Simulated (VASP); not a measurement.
Input for VASP

INCAR:
```
SYSTEM = SnO
PREC = Accurate
ENCUT = 520
EDIFF = 1E-6
NELM = 100
ALGO = Normal
LREAL = .FALSE.
LASPH = .TRUE.
ISMEAR = 1
SIGMA = 0.1
GGA = PS
LMAXMIX = 4
LWAVE = .FALSE.
LCHARG = .FALSE.
IBRION = 2
ISIF = 3
NSW = 60
EDIFFG = -0.02
```

File POSCAR:
```
SnO
1.0
  3.7921574055   0.0000000000   0.0000000000
  0.0000000000   3.7921574055   0.0000000000
  0.0000000000   0.0000000000   4.6980335299
Sn O
2 2
Direct
  0.5000000000   0.0000000000   0.2484816096
  0.0000000000   0.5000000000   0.7515183904
  0.0000000000   0.0000000000   1.0000000000
  0.5000000000   0.5000000000   0.0000000000
```

File KPOINTS:
```
Automatic mesh
0
Gamma
7 7 6
0 0 0
```

POTCAR, in this order: Sn_d O (PBE.64 set). Program: vasp_std.

Question: Translate this PBEsol calculation to Quantum ESPRESSO's pw.x.

Answer: One equivalent input (not run):
```
&CONTROL
  calculation = 'vc-relax'
  pseudo_dir = './pseudo'
  outdir = './out'
  tprnfor = .true.
  tstress = .true.
  nstep = 60
  forc_conv_thr = 0.00078
/
&SYSTEM
  ibrav = 0
  nat = 4
  ntyp = 2
  ecutwfc = 84
  occupations = 'smearing'
  smearing = 'methfessel-paxton'
  degauss = 0.00735
  input_dft = 'pbesol'
/
&ELECTRONS
  conv_thr = 7.3e-08
  electron_maxstep = 100
/
&IONS
/
&CELL
/
ATOMIC_SPECIES
  Sn 118.710 Sn.upf
  O 15.999 O.upf
CELL_PARAMETERS angstrom
     3.7921574    0.0000000    0.0000000
     0.0000000    3.7921574   -0.0000000
     0.0000000    0.0000000    4.6980335
ATOMIC_POSITIONS crystal
  Sn   0.5000000  0.0000000  0.2484816
  Sn   0.0000000  0.5000000  0.7515184
  O    0.0000000  0.0000000  1.0000000
  O    0.5000000  0.5000000  0.0000000
K_POINTS automatic
  7 7 6 0 0 0
```
The two are equivalent in intent, not identical: the potentials are each code's own (VASP's PAW set, PseudoDojo norm-conserving files in pw.x), so ENCUT and ecutwfc are chosen apart and not converted; conv_thr bounds pw.x's estimated SCF error, while EDIFF bounds the energy change between steps; forc_conv_thr acts on force components and is met together with etot_conv_thr.

The structure comes from a measured SnO entry (P4/nmm) of the Crystallography Open Database, whose conditions weren't checked. This run relaxes it. Symmetry was kept, so distortions that lower it aren't found. The start is the result of an earlier pass.
